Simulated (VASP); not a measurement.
CaSc in VASP: the effect of functional

The system is CaSc, a sheet with vacuum.

```
Ca Sc
1.0
     6.53667    0.00000    0.00000
     0.00000    3.20534    0.00000
     0.00000    0.00000   23.80000
Ca Sc
1 1
Direct
  0.00000 0.00000 0.29412
  0.50000 0.00000 0.29412
```

The cell was built by a generator and needn't be a form met in nature.

Alike in all runs:

| Property | Result |
| --- | --- |
| Program | VASP 6.6.1 |
| Task | work function |
| Cutoff | 520 eV |
| k mesh | 4 × 8 × 1 |
| Occupations | fermi-dirac, width 0.05 eV |
| Spin | no spin polarisation |

```tsv
functional	potentials or basis	work function (eV)
LDA	VASP PAW LDA potentials, release 64 (Ca_sv, Sc_sv)	3.33
PBE	VASP PAW PBE potentials, release 64 (Ca_sv, Sc_sv)	3.22
PBEsol	VASP PAW PBE potentials, release 64 (Ca_sv, Sc_sv)	3.27
RPBE	VASP PAW PBE potentials, release 64 (Ca_sv, Sc_sv)	3.14
revPBE	VASP PAW PBE potentials, release 64 (Ca_sv, Sc_sv)	3.14
BLYP	VASP PAW PBE potentials, release 64 (Ca_sv, Sc_sv)	?
PW91	VASP PAW PBE potentials, release 64 (Ca_sv, Sc_sv)	3.23
```

What does the run with functional BLYP give?

Work function 2.78 eV.
